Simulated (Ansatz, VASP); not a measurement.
# One calculation of BIr3Pd, two programs

```
B Pd Ir
1.0
     3.01265    0.00000    0.00000
     0.00000    3.01265    0.00000
     0.00000    0.00000    7.43589
B Pd Ir
1 1 3
Direct
  0.50000 0.50000 0.00000
  0.00000 0.00000 0.00000
  0.50000 0.50000 0.27330
  0.50000 0.50000 0.72670
  0.00000 0.00000 0.50000
```

Alike in both runs: functional PBE; k mesh 6 × 6 × 4; occupations gaussian, width 0.1 eV; no spin polarisation.

Ansatz relaxed the structure, and its values are those at the end. VASP's run is a single point on that final structure, the one shown.

```csv
,VASP,Ansatz
version,VASP 6.6.1,Ansatz 0.2.0
potentials or method,"VASP PAW PBE potentials, release 64 (B, Pd, Ir)","scalar-relativistic, plane waves, PAW"
plane-wave cutoff (eV),520,420
valence electrons in the cell,40,72
```

|  | VASP | Ansatz | Ansatz less VASP |
| --- | --- | --- | --- |
| gap on the k mesh at the Fermi level (eV) | none | none | - |
| pressure (GPa) | 0.5 | -0.1 | -0.56 |
| rms of the force components (eV/Å) | 0.023 | 0.008 | -0.0151 |

A gap of «none» marks a metal or a gap that the smearing closes. The two sets of potentials don't hold the same shells in valence.

Spin-orbit coupling is left out, which matters for the levels of Ir.
